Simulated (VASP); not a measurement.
Input:

```
Si
1.0
    0.00000     2.71709     2.71709
    2.71709     0.00000     2.71709
    2.71709     2.71709     0.00000
Si
2
Cartesian
  0.00000   0.00000   0.00000
  1.35854   1.35854   1.35854
```

Level of theory: HSE06 screened hybrid, VASP's PBE PAW potentials (set 64) (plane waves; VASP). Numerical set-up: 520 eV cut-off, 6×6×6 Γ-centred mesh, Gaussian smearing of 0.050 eV, potentials Si.

Q: Give the energy at these volumes per atom, relative to the lowest: 18.60, 19.22, 19.83, 20.44, 21.06 Å³.

A: 36.5, 11.1, 0.0, 1.4, 13.3 meV/atom. A third-order Birch-Murnaghan fit gives B0 = 99.2 GPa and B0′ = 4.2.

Measured: bulk modulus 101 GPa at 0 K (computed value off by -1.6 %), as given by Jianwei Sun et al., Physical Review B (2011), doi:10.1103/physrevb.84.035117 [0 K value with zero-point phonon effects removed]; a 5.421 Å at 0 K (computed value off by +0.2 %), as given by Daniel Mejia-Rodriguez et al., Physical Review B (2018), arXiv:1807.09216 [static lattice: zero-point anharmonic expansion removed].

The compound is Si in the diamond structure. It was relaxed first. The cell's shape comes from a PBE relaxation.
